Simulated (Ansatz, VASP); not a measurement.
**Two plane-wave programs on Pt**

```
CELL_PARAMETERS angstrom
0.00000 1.95897 1.95897
1.95897 0.00000 1.95897
1.95897 1.95897 0.00000
ATOMIC_POSITIONS crystal
Pt 0.00000 0.00000 0.00000
```

Alike in both runs: functional PBEsol; k mesh 18 × 18 × 18; occupations gaussian, width 0.1 eV; no spin polarisation.

Ansatz relaxed the structure, and its values are those at the end. VASP's run is a single point on that final structure, the one shown.

|  | VASP | Ansatz |
| --- | --- | --- |
| version | VASP 6.6.1 | Ansatz 0.2.0 |
| potentials or method | VASP PAW PBE potentials, release 64 (Pt) | scalar-relativistic, plane waves, PAW |
| plane-wave cutoff (eV) | 520 | 420 |
| valence electrons in the cell | 10 | 18 |

VASP gave:

* gap on the k mesh at the Fermi level (eV): none
* pressure (GPa): -0.4

Q: Which values does Ansatz return?

A: gap on the k mesh at the Fermi level (eV): none; pressure (GPa): 0.0.

A gap of «none» marks a metal or a gap that the smearing closes. The two sets of potentials don't hold the same shells in valence. Ansatz warned: «pseudo_functional_mismatch».

Caveats: the PAW data sets were made with another functional, which shifts forces and pressure a little (VASP). The runs have no spin-orbit coupling, so splittings on Pt are missing.
